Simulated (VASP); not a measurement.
VASP runs on FePt (space group P4/mmm) share one base input (PBEsol GGA, plane waves, VASP's PBE PAW potentials (set 64)) and change the settings named in each case.

POSCAR:
```
FePt
2.720
  1.0000000000   0.0000000000   0.0000000000
  0.0000000000   1.0000000000   0.0000000000
  0.0000000000   0.0000000000   1.3639705882
Fe Pt
1 1
Cartesian
  0.0000000000   0.0000000000   0.0000000000
  0.5000000000   0.5000000000   0.6819852941
```

### INCAR
```
ALGO  =  Normal
EDIFF  =  1E-6
ENCUT  =  300
GGA  =  PS
ISIF  =  2
ISMEAR  =  -1
ISPIN  =  2
LASPH  =  T
LCHARG  =  F
LMAXMIX  =  6
LORBIT  =  11
LREAL  =  F
LWAVE  =  F
MAGMOM  =  3.0 0.0
NELM  =  100
PREC  =  Accurate
SIGMA  =  0.1
SYSTEM  =  FePt
```

**KPOINTS**
```
K-points
0
G
 8 8 6
```

POTCAR, in this order: Fe Pt (PBE.64 set). Program: vasp_std.

| change | E(σ→0) (eV/atom) | pressure (GPa) | −TS (eV) |
|---|---|---|---|
| base run | -8.1556 | -5.35 | -0.0434 |
| GGA removed, POTCAR Fe Pt (LDA.64 set) | -8.4891 | -11.98 | -0.0516 |
| GGA_COMPAT = .FALSE., ISPIN removed, ISYM = 0, LNONCOLLINEAR = .TRUE., LSORBIT = .TRUE., MAGMOM = 0.0 0.0 3.0 0.0 0.0 0.0, program vasp_ncl | -8.3387 | … | … |
| KPOINTS 2×2×2 Γ-centred mesh | -7.1150 | 5.85 | -0.0515 |

Task: Complete the blanks.

Result: 
- GGA_COMPAT = .FALSE., ISPIN removed, ISYM = 0, LNONCOLLINEAR = .TRUE., LSORBIT = .TRUE., MAGMOM = 0.0 0.0 3.0 0.0 0.0 0.0, program vasp_ncl, pressure (GPa): -5.73
- GGA_COMPAT = .FALSE., ISPIN removed, ISYM = 0, LNONCOLLINEAR = .TRUE., LSORBIT = .TRUE., MAGMOM = 0.0 0.0 3.0 0.0 0.0 0.0, program vasp_ncl, −TS (eV): -0.0451

Energies of different potentials or functionals have different zeros.  Unless said otherwise, spin-orbit coupling is left out, though it shifts the bands of the heavy elements here. At 300 eV the pressure can carry a Pulay error.

Left out are runs that ran out of time, are held back, or changed the cell or the kind of run, fixed moments of cells without a moment, rows past the twelfth, gaps on odd meshes, pressures of charged cells and columns that move by less than the noise.

The structure is a typed FePt crystal (P4/mmm). The cell was not relaxed at this level.
